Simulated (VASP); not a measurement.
Method: PBEsol GGA, VASP's PBE PAW potentials (set 64) (plane waves; VASP).

VASP ran on this input.

KPOINTS:
```
Automatic mesh
0
Gamma
10 10 6
0 0 0
```

File POSCAR:
```
BN
1.0
  1.2421528139  -2.1514720086   0.0000000000
  1.2421528139   2.1514720086   0.0000000000
  0.0000000000   0.0000000000   4.1105557058
B N
2 2
Cart
  1.2421528139  -0.7171587705   2.0571384955
  1.2421528139   0.7171587705   0.0018606426
  1.2421528139  -0.7171587705   3.5948755999
  1.2421528139   0.7171587705   1.5395977470
```

**INCAR**
```
! general
SYSTEM  = BN
PREC    = Accurate
ENCUT   = 620
LREAL   = .FALSE.
LASPH   = .TRUE.

! electronic loop
EDIFF   = 1E-6
NELM    = 100
ALGO    = Normal

! smearing
ISMEAR  = 0
SIGMA   = 0.05

! functional
GGA     = PS

! ions
IBRION  = 2
NSW     = 40
ISIF    = 3
EDIFFG  = -0.02
PSTRESS = 450

! output
LWAVE   = .FALSE.
LCHARG  = .FALSE.
```

POTCAR, in this order: B N (PBE.64 set). Program: vasp_std.

Energy and stress use the plane-wave basis of the starting cell.

Estimate the energy per atom (σ→0), volume per atom.

* **energy per atom (σ→0)**: -876.7 kJ/mol of atoms
* **volume per atom**: 5.33 Å³/atom

**OSZICAR**
```
...
DAV:   4    -0.363449875781E+02   -0.38882E-07   -0.65946E-07   940   0.861E-03
   5 F= -.30352290E+02 E0= -.30352290E+02  d E =0.491226E-05
       N       E                     dE             d eps       ncg     rms          rms(c)
DAV:   1    -0.363450929300E+02   -0.10539E-03   -0.26529E-03  1484   0.507E-01    0.117E-02
DAV:   2    -0.363450934383E+02   -0.50835E-06   -0.27504E-05  1712   0.582E-02    0.715E-03
DAV:   3    -0.363450923548E+02    0.10835E-05   -0.15144E-06  1204   0.131E-02    0.940E-04
DAV:   4    -0.363450923749E+02   -0.20143E-07   -0.27656E-07   872   0.538E-03
   6 F= -.30352325E+02 E0= -.30352325E+02  d E =-.298534E-04
```

The compound is BN in the wurtzite structure, a metastable high-pressure form. This run relaxes it under an external pressure of 45 GPa. Symmetry was kept, so distortions that lower it aren't found.
